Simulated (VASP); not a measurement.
# Hf3Be (I4/mmm) in VASP: further runs

Aim: see how the results for Hf3Be move with the level of theory and the settings. Levels: r2SCAN, revTPSS, r2SCAN+D3(BJ). Tasks: relaxation of cell and atoms.

Program: VASP 6.6.1. These are calculated values, not measurements. Logs are shortened: lines on timing, memory, paths and dates and some standing lists are left out, and cuts for length are marked.

### 1 The crystal as given

It takes space group I4/mmm (No. 139, tetragonal). The conventional cell has a = 4.184 Å, b = 4.184 Å, c = 8.706 Å, α = 90.00°, β = 90.00°, γ = 90.00°. Hf (site symmetry 4/mmm) has 4 Be at 2.96 Å and 8 Hf at 3.02 Å as nearest neighbours. Hf (site symmetry -4m2) is surrounded by 8 Hf at 2.96 to 3.02 Å and 4 Be at 3.02 Å. Be (site symmetry 4/mmm) has 12 Hf at 2.96 to 3.02 Å as nearest neighbours.

The cell comes from a database or a generator and needn't be the stable form of this composition.

### 2 Relaxation of cell and atoms, r2SCAN

INCAR reads:

```
SYSTEM = Hf3Be
PREC = Accurate
ENCUT = 600
EDIFF = 1E-7
ISMEAR = 1
SIGMA = 0.1
LREAL = .FALSE.
LASPH = .TRUE.
NELM = 60
ALGO = Normal
ISIF = 3
LWAVE = .FALSE.
LCHARG = .FALSE.
METAGGA = R2SCAN
LMIXTAU = .TRUE.
IBRION = 2
NSW = 40
EDIFFG = -0.02
```

KPOINTS reads:

```
regular mesh
0
G
  9 9 9
  0 0 0
```

POSCAR reads:

```
Hf3Be
1.0
   -2.0920000000      2.0920000000      4.3530460000
    2.0920000000     -2.0920000000      4.3530460000
    2.0920000000      2.0920000000     -4.3530460000
Hf Be
3 1
Direct
    0.5000000000      0.5000000000      0.0000000000
    0.2500000000      0.7500000000      0.5000000000
    0.7500000000      0.2500000000      0.5000000000
    0.0000000000      0.0000000000      0.0000000000
```

Potentials or basis: VASP PAW PBE potentials, release 64 (Hf_pv, Be).

Run with:

```console
$ cat potpaw_PBE.64/Hf_pv/POTCAR potpaw_PBE.64/Be/POTCAR > POTCAR
$ mpirun -np 1 vasp_std > vasp.out
```

OUTCAR:

```text
SYSTEM = Hf3Be
   PREC = Accurate
   ENCUT = 600
   EDIFF = 1E-7
   ISMEAR = 1
   LREAL = .FALSE.
   LASPH = .TRUE.
   NELM = 60
   ISIF = 3
   METAGGA = R2SCAN
   IBRION = 2
   NSW = 40
   EDIFFG = -0.02

 ion  position               nearest neighbor table
   1  0.500  0.500  0.000-   4 2.96   4 2.96   4 2.96   4 2.96   2 3.02   2 3.02   3 3.02   3 3.02
                             3 3.02   2 3.02   3 3.02   2 3.02
   2  0.250  0.750  0.500-   3 2.96   3 2.96   3 2.96   3 2.96   4 3.02   4 3.02   1 3.02   1 3.02
                             4 3.02   1 3.02   4 3.02   1 3.02
   3  0.750  0.250  0.500-   2 2.96   2 2.96   2 2.96   2 2.96   1 3.02   1 3.02   4 3.02   4 3.02
                             4 3.02   1 3.02   4 3.02   1 3.02
   4  0.000  0.000  0.000-   1 2.96   1 2.96   1 2.96   1 2.96   3 3.02   3 3.02   2 3.02   2 3.02
                             3 3.02   2 3.02   3 3.02   2 3.02

  LATTYP: Found a body centered tetragonal cell.
 ALAT       =     4.1840000000
 C/A-ratio  =     2.0808059273

  Lattice vectors:

 A1 = (  -2.0920000000,   2.0920000000,   4.3530460000)
 A2 = (   2.0920000000,  -2.0920000000,   4.3530460000)
 A3 = (   2.0920000000,   2.0920000000,  -4.3530460000)

Analysis of symmetry for initial positions (statically):
=====================================================================
 Subroutine PRICEL returns:
 Original cell was already a primitive cell.

 Routine SETGRP: Setting up the symmetry group for a
 body centered tetragonal supercell.

 Subroutine GETGRP returns: Found 16 space group operations
 (whereof 16 operations were pure point group operations)
 out of a pool of 16 trial point group operations.

The static configuration has the point symmetry D_4h.

Analysis of symmetry for dynamics (positions and initial velocities):
=====================================================================
 Subroutine PRICEL returns:
 Original cell was already a primitive cell.

 Routine SETGRP: Setting up the symmetry group for a
 body centered tetragonal supercell.

 Subroutine GETGRP returns: Found 16 space group operations
 (whereof 16 operations were pure point group operations)
 out of a pool of 16 trial point group operations.

The dynamic configuration has the point symmetry D_4h.

 Subroutine INISYM returns: Found 16 space group operations
 (whereof 16 operations are pure point group operations),
 and found     1 'primitive' translations

----------------------------------------------------------------------------------------

                                     Primitive cell

  volume of cell :      76.2038

  direct lattice vectors                    reciprocal lattice vectors
    -2.092000000  2.092000000  4.353046000     0.000000000  0.239005736  0.114862099
     2.092000000 -2.092000000  4.353046000     0.239005736  0.000000000  0.114862099
     2.092000000  2.092000000 -4.353046000     0.239005736  0.239005736  0.000000000

  length of vectors
     5.263263007  5.263263007  5.263263007     0.265173610  0.265173610  0.338005154

  position of ions in fractional coordinates (direct lattice)
     0.500000000  0.500000000  0.000000000
     0.250000000  0.750000000  0.500000000
     0.750000000  0.250000000  0.500000000
     0.000000000  0.000000000  0.000000000

  ion indices of the primitive-cell ions
   primitive index   ion index
                 1           1
                 2           2
                 3           3
                 4           4

----------------------------------------------------------------------------------------

 KPOINTS: regular mesh

Automatic generation of k-mesh.
 Grid dimensions read from file:
 generate k-points for:    9    9    9

 Generating k-lattice:

  Cartesian coordinates                     Fractional coordinates (reciprocal lattice)
     0.000000000  0.026556193  0.012762455     0.111111111  0.000000000 -0.000000000
     0.026556193  0.000000000  0.012762455     0.000000000  0.111111111 -0.000000000
     0.026556193  0.026556193  0.000000000     0.000000000  0.000000000  0.111111111

  Length of vectors
     0.029463734  0.029463734  0.037556128

  Shift w.r.t. Gamma in fractional coordinates (k-lattice)
     0.000000000  0.000000000  0.000000000

 Subroutine IBZKPT returns following result:
 ===========================================

 Found     75 irreducible k-points:

 Following reciprocal coordinates:
            Coordinates               Weight
  0.000000  0.000000  0.000000      1.000000
  0.111111 -0.000000  0.000000      8.000000
  0.222222  0.000000  0.000000      8.000000
  0.333333  0.000000 -0.000000      8.000000
  0.444444  0.000000  0.000000      8.000000
  0.111111  0.111111  0.000000      8.000000
[... 16 lines left out ...]
 -0.333333  0.333333  0.000000      4.000000
  0.444444  0.444444  0.000000      8.000000
 [... further k-points ...]
   k-points           NKPTS =     75   k-points in BZ     NKDIM =     75   number of bands    NBANDS=     20
   number of dos      NEDOS =    301   number of ions     NIONS =      4
   total plane-waves  NPLWV =  74088
   dimension x,y,z NGX =    42 NGY =   42 NGZ =   42
   dimension x,y,z NGXF=    84 NGYF=   84 NGZF=   84
   ions per type =               3   1
   NGX,Y,Z   is equivalent  to a cutoff of  13.27, 13.27, 13.27 a.u.
   NGXF,Y,Z  is equivalent  to a cutoff of  26.53, 26.53, 26.53 a.u.
 SYSTEM =  Hf3Be
   PREC   = accura    normal or accurate (medium, high low for compatibility)
   ISTART =      0    job   : 0-new  1-cont  2-samecut
   ICHARG =      2    charge: 1-file 2-atom 10-const
   ISPIN  =      1    spin polarized calculation?
   LNONCOLLINEAR =      F non collinear calculations
   LSORBIT =      F    spin-orbit coupling
   LASPH  =      T    aspherical Exc in radial PAW
   ENCUT  =  600.0 eV  44.10 Ry    6.64 a.u.  10.51 10.51 10.51*2*pi/ulx,y,z
   NELM   =     60;   NELMIN=  2; NELMDL= -5     # of ELM steps
   EDIFF  = 0.1E-06   stopping-criterion for ELM
   LREAL  =      F    real-space projection
   EDIFFG = -.2E-01   stopping-criterion for IOM
   NSW    =     40    number of steps for IOM
   IBRION =      2    ionic relax: 0-MD 1-quasi-New 2-CG
   NFREE  =      1    steps in history (QN), initial steepest desc. (CG)
   ISIF   =      3    stress and relaxation
   ISYM   =      2    0-nonsym 1-usesym 2-fastsym
   POTIM  = 0.5000    time-step for ionic-motion
   TEBEG  =    0.0;   TEEND  =   0.0 temperature during run
   PSTRESS=    0.0 pullay stress
   NELECT =      32.0000    total number of electrons
   NUPDOWN=      -1.0000    fix difference up-down
   EMIN   =  10.00;   EMAX   =-10.00  energy-range for DOS
   EFERMI =   0.00;   METHOD = LEGACY
   ISMEAR =     1;   SIGMA  =   0.10  broadening in eV -4-tet -1-fermi 0-gaus
   EFERMI_NEDOS =   21; number of points for ismear=-14 and -15
   IALGO  =     38    algorithm
   IMIX   =      4    mixing-type and parameters
     AMIX     =   0.40;   BMIX     =  1.00
     AMIX_MAG =   1.60;   BMIX_MAG =  1.00
  volume/ion in A,a.u.               =      19.05       128.56
  Fermi-wavevector in a.u.,A,eV,Ry     =   1.225931  2.316673 20.448282  1.502906
  Thomas-Fermi vector in A             =   2.360950
   LORBIT       =      0    0 simple, 1 ext, 2 COOP (PROOUT), +10 PAW based schemes
   METAGGA = R2SCAN    functional components
   LHFCALC =     F    Hartree Fock is set to
   AEXX    =    0.0000 exact exchange contribution
   IVDW    =     0    specifies the selected vdW correction
   LEPSILON=     F    determine dielectric tensor
   LRPA    =     F    only Hartree local field effects (RPA)
 conjugate gradient relaxation of ions
 non-spin polarized calculation
 Methfessel and Paxton  Order N= 1 SIGMA  =   0.10
  energy-cutoff  :      600.00
  volume of cell :       76.20
 maximum number of plane-waves:      2566
 NGX is ok and might be reduce to    42
   NGX = 21   NGY = 21   NGZ = 21

--------------------------------------- Ionic step        1  -------------------------------------------

 number of electron      32.0000002 magnetization

 Free energy of the ion-electron system (eV)
  ---------------------------------------------------
  ext. energy  EPLUGINS =         0.00000000
  ---------------------------------------------------
  free energy    TOTEN  =      -139.31668293 eV

  energy without entropy =     -139.31900284  energy(sigma->0) =     -139.31745623

------------------------ aborting loop because EDIFF is reached ----------------------------------------

  FORCE on cell =-STRESS in cart. coord.  units (eV):
  Direction    XX          YY          ZZ          XY          YZ          ZX
  --------------------------------------------------------------------------------------
  -------------------------------------------------------------------------------------
  Total       -0.9266940     -0.9266940     -0.4693803      0.0000000      0.0000000     -0.0000000
  in kB      -19.4836498    -19.4836498     -9.8686748      0.0000000      0.0000000     -0.0000000
  external PRESSURE =     -16.2786581 kB  Pullay stress =       0.0000000 kB
[... 137 lines left out ...]
  energy  without entropy=     -139.3254738873  energy(sigma->0) =     -139.32411829

--------------------------------------- Ionic step        5  -------------------------------------------

 number of electron      32.0000002 magnetization

 Free energy of the ion-electron system (eV)
  ---------------------------------------------------
  ext. energy  EPLUGINS =         0.00000000
  ---------------------------------------------------
  free energy    TOTEN  =      -139.32376535 eV

  energy without entropy =     -139.32572999  energy(sigma->0) =     -139.32442023

 E-fermi :   4.6221     XC(G=0): -12.0639

 val. band max:        4.6206560825   @ k =  -0.3333   0.3333   0.1111
 cond. band min:       4.6492807993   @ k =  -0.4444   0.2222   0.0000
 fundamental gap:      0.0286247167
 Fermi energy:         4.6220725868

 k-point     1 :       0.0000    0.0000    0.0000
  band No.  band energies     occupation
      1     -27.1192      2.00000
      2     -26.9790      2.00000
      3     -26.9790      2.00000
      4     -26.6795      2.00000
      5     -26.6795      2.00000
      6     -26.5231      2.00000
[... 12 lines left out ...]
     19       6.1759     -0.00000
[... 513 lines left out ...]
      4     -26.7056      2.00000
      5     -26.5643      2.00000
      6     -26.3614      2.00000
[... 12 lines left out ...]
     19       6.2114     -0.00000
     20       7.1481      0.00000

 [... further k-points ...]

------------------------ aborting loop because EDIFF is reached ----------------------------------------

  FORCE on cell =-STRESS in cart. coord.  units (eV):
  Direction    XX          YY          ZZ          XY          YZ          ZX
  --------------------------------------------------------------------------------------
  -------------------------------------------------------------------------------------
  Total       -0.0012341     -0.0012341      0.0742240      0.0000000     -0.0000000      0.0000000
  in kB       -0.0263644     -0.0263644      1.5856810      0.0000000     -0.0000000      0.0000000
  external PRESSURE =       0.5109841 kB  Pullay stress =       0.0000000 kB
[... 19 lines left out ...]
  FREE ENERGIE OF THE ION-ELECTRON SYSTEM (eV)
  ---------------------------------------------------
  free  energy   TOTEN  =      -139.3237653461 eV

  energy  without entropy=     -139.3257299945  energy(sigma->0) =     -139.32442023

 reached required accuracy - stopping structural energy minimisation
```

Wall time 31 min (1 thread of Intel Xeon Platinum 8488C (Sapphire Rapids), shared host); peak memory 0.39 GiB.

What came out:

* Free energy: -139.3238 eV
* Relaxed volume: 18.75 Å³/atom
* Relaxed cell: a = 5.247 Å, b = 5.247 Å, c = 5.247 Å, α = 133.37°, β = 133.37°, γ = 68.08°
* Space group after relaxing (to 0.05 Å): I4/mmm (No. 139)
* Energy gained by relaxing: 1.8 meV/atom
* Ionic steps: 5
* Pressure after relaxing: 0.1 GPa
* Band gap on the k mesh: none (metal or under the smearing width)

Step by step:
| step | energy change (eV) | largest force (eV/Å) | pressure (GPa) | volume (Å³) |
| --- | --- | --- | --- | --- |
| 1 | 0.0000 | 0.0000 | -1.63 | 76.20 |
| 2 | -0.0030 | 0.0000 | 1.38 | 74.09 |
| 3 | -0.0068 | 0.0000 | 0.06 | 74.98 |
| 4 | -0.0068 | 0.0000 | 0.09 | 74.96 |
| 5 | -0.0071 | 0.0000 | 0.05 | 75.00 |

Final structure:
```cif
data_structure
_symmetry_space_group_name_H-M 'P 1'
_symmetry_Int_Tables_number 1
_cell_length_a 5.2466
_cell_length_b 5.2466
_cell_length_c 5.2466
_cell_angle_alpha 133.368
_cell_angle_beta 133.368
_cell_angle_gamma 68.077
_cell_volume 75.00
loop_
_atom_site_label
_atom_site_type_symbol
_atom_site_fract_x
_atom_site_fract_y
_atom_site_fract_z
_atom_site_occupancy
Hf1 Hf 0.50000 0.50000 0.00000 1
Hf2 Hf 0.25000 0.75000 0.50000 1
Hf3 Hf 0.75000 0.25000 0.50000 1
Be1 Be 0.00000 0.00000 0.00000 1
```

Caveat: the PAW data sets were made with another functional, which shifts forces and pressure a little. Spin-orbit coupling is left out, which matters for the levels of Hf.

### 3 Relaxation of cell and atoms, revTPSS

INCAR reads:

```
SYSTEM = Hf3Be
  PREC = Accurate
  ENCUT = 600
  EDIFF = 1E-6
  ISMEAR = 1
  SIGMA = 0.1
  LREAL = .FALSE.
  LASPH = .TRUE.
  NELM = 60
  ALGO = Normal
  ISIF = 3
  LWAVE = .FALSE.
  LCHARG = .FALSE.
  METAGGA = RTPSS
  LMIXTAU = .TRUE.
  IBRION = 2
  NSW = 40
  EDIFFG = -0.01
```

KPOINTS reads:

```
Automatic mesh
0
G
  9 9 9
  0 0 0
```

POSCAR is that of step 2.

Potentials or basis: VASP PAW PBE potentials, release 64 (Hf_pv, Be).

Run with:

```console
$ cat potpaw_PBE.64/Hf_pv/POTCAR potpaw_PBE.64/Be/POTCAR > POTCAR
$ mpirun -np 1 vasp_std > vasp.out
```

OUTCAR:

```text
SYSTEM = Hf3Be
   PREC = Accurate
   ENCUT = 600
   EDIFF = 1E-6
   ISMEAR = 1
   LREAL = .FALSE.
   LASPH = .TRUE.
   NELM = 60
   ISIF = 3
   METAGGA = RTPSS
   IBRION = 2
   NSW = 40
   EDIFFG = -0.01

 ion  position               nearest neighbor table
   1  0.500  0.500  0.000-   4 2.96   4 2.96   4 2.96   4 2.96   2 3.02   2 3.02   3 3.02   3 3.02
                             3 3.02   2 3.02   3 3.02   2 3.02
   2  0.250  0.750  0.500-   3 2.96   3 2.96   3 2.96   3 2.96   4 3.02   4 3.02   1 3.02   1 3.02
                             4 3.02   1 3.02   4 3.02   1 3.02
   3  0.750  0.250  0.500-   2 2.96   2 2.96   2 2.96   2 2.96   1 3.02   1 3.02   4 3.02   4 3.02
                             4 3.02   1 3.02   4 3.02   1 3.02
   4  0.000  0.000  0.000-   1 2.96   1 2.96   1 2.96   1 2.96   3 3.02   3 3.02   2 3.02   2 3.02
                             3 3.02   2 3.02   3 3.02   2 3.02

  LATTYP: Found a body centered tetragonal cell.
 ALAT       =     4.1840000000
[... 274 lines left out ...]
  energy without entropy =       76.23326566  energy(sigma->0) =       76.23367228

 E-fermi :   4.7682     XC(G=0): -11.4623

 val. band max:        4.7659019970   @ k =  -0.3333   0.3333   0.1111
 cond. band min:       4.7772047067   @ k =  -0.3333   0.3333   0.1111
 fundamental gap:      0.0113027096
 Fermi energy:         4.7682219249

 k-point     1 :       0.0000    0.0000    0.0000
  band No.  band energies     occupation
      1     -26.0554      2.00000
      2     -25.9005      2.00000
      3     -25.9005      2.00000
      4     -25.6086      2.00000
      5     -25.6086      2.00000
      6     -25.4411      2.00000
[... 541 lines left out ...]
     19       6.2267     -0.00000
     20       7.1274      0.00000

 [... further k-points ...]

------------------------ aborting loop because EDIFF is reached ----------------------------------------

  FORCE on cell =-STRESS in cart. coord.  units (eV):
  Direction    XX          YY          ZZ          XY          YZ          ZX
  --------------------------------------------------------------------------------------
  -------------------------------------------------------------------------------------
  Total       -0.0283920     -0.0283920      0.0371411      0.0000000      0.0000000      0.0000000
  in kB       -0.6200063     -0.6200063      0.8110632      0.0000000      0.0000000      0.0000000
  external PRESSURE =      -0.1429831 kB  Pullay stress =       0.0000000 kB
[... 19 lines left out ...]
  FREE ENERGIE OF THE ION-ELECTRON SYSTEM (eV)
  ---------------------------------------------------
  free  energy   TOTEN  =        76.2338755886 eV

  energy  without entropy=       76.2332656630  energy(sigma->0) =       76.23367228

 reached required accuracy - stopping structural energy minimisation
```

CONTCAR:

```text
Hf3Be
   1.00000000000000
    -2.0646417473507643    2.0646417473507643    4.3029048928470779
     2.0646417473507643   -2.0646417473507643    4.3029048928470779
     2.0646417473507643    2.0646417473507643   -4.3029048928470779
  Hf              Be
     3     1
Direct
     0.5000000000000000    0.5000000000000000    0.0000000000000000
     0.2500000000000000    0.7500000000000000    0.5000000000000000
     0.7500000000000000    0.2500000000000000    0.5000000000000000
     0.0000000000000000    0.0000000000000000    0.0000000000000000

  0.00000000E+00  0.00000000E+00  0.00000000E+00
  0.00000000E+00  0.00000000E+00  0.00000000E+00
  0.00000000E+00  0.00000000E+00  0.00000000E+00
  0.00000000E+00  0.00000000E+00  0.00000000E+00
```

Run time: 22 min. Hardware: 1 thread of Intel Xeon Platinum 8488C (Sapphire Rapids), shared host; peak memory 0.39 GiB.

Results:

| Item | Value |
| --- | --- |
| Free energy | 76.2339 eV |
| Relaxed volume | 18.34 Å³/atom |
| Relaxed cell | a = 5.200 Å, b = 5.200 Å, c = 5.200 Å, α = 133.21°, β = 133.21°, γ = 68.32° |
| Space group after relaxing (to 0.05 Å) | I4/mmm (No. 139) |
| Energy gained by relaxing | 9.0 meV/atom |
| Ionic steps | 3 |
| Pressure after relaxing | 0.0 GPa |
| Band gap on the k mesh | none (metal or under the smearing width) |

Stress tensor (GPa, compression positive):
```
-0.06  0.00  0.00
 0.00 -0.06  0.00
 0.00  0.00  0.08
```

The path:
| step | energy change (eV) | largest force (eV/Å) | pressure (GPa) | volume (Å³) |
| --- | --- | --- | --- | --- |
| 1 | 0.0000 | 0.0000 | -3.92 | 76.20 |
| 2 | -0.0124 | 0.0000 | 3.53 | 71.17 |
| 3 | -0.0359 | 0.0000 | -0.01 | 73.37 |

Final structure:
```
Hf Be
1.0
    -2.06464    2.06464    4.30290
     2.06464   -2.06464    4.30290
     2.06464    2.06464   -4.30290
Hf Be
3 1
Direct
  0.50000 0.50000 0.00000
  0.25000 0.75000 0.50000
  0.75000 0.25000 0.50000
  0.00000 0.00000 0.00000
```

Caveat: the PAW data sets were made with another functional, which shifts forces and pressure a little. Spin-orbit coupling is left out, which matters for the levels of Hf.

[end of part 1 of 2]
